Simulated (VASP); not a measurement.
RbSnS, 3 atoms in the cell. Symmetry: P4/mmm, No. 123, tetragonal system. Conventional cell: a = 4.649 Å, b = 4.649 Å, c = 5.329 Å, α = 90.00°, β = 90.00°, γ = 90.00°. Rb (site symmetry 4/mmm) is surrounded by 4 S at 3.29 Å. Sn (site symmetry 4/mmm) has 2 S at 2.66 Å as nearest neighbours. Around S (site symmetry 4/mmm) lie 2 Sn at 2.66 Å. The cell was built by a generator and needn't be a form met in nature.

```yaml
Program: VASP 6.6.1
Task: single point
Functional: PBE
Potentials_or_basis: VASP PAW PBE potentials, release 64 (Rb_sv, Sn_d, S)
Cutoff: 520 eV
k_mesh: 6 × 6 × 5
Occupations: fermi-dirac, width 0.05 eV
Spin: no spin polarisation
Further_INCAR_settings: ALGO = Normal; EDIFF = 1e-07; NBANDS = 22
```

Potentials or basis: VASP PAW PBE potentials, release 64 (Rb_sv, Sn_d, S).

Run with:

```bash
$ cat potpaw_PBE.64/Rb_sv/POTCAR potpaw_PBE.64/Sn_d/POTCAR potpaw_PBE.64/S/POTCAR > POTCAR
$ mpirun -np 1 vasp_std > vasp.out
```

Hardware: 1 thread of Intel(R) Xeon(R) Platinum 8375C CPU @ 2.90GHz (Ice Lake), with other jobs on the host.

How long does it take, and how much memory?

Wall time 56 s on 1 thread of Intel(R) Xeon(R) Platinum 8375C CPU @ 2.90GHz (Ice Lake) (shared host), peak memory 0.26 GiB. Counts: scf iterations 15, k points 30.
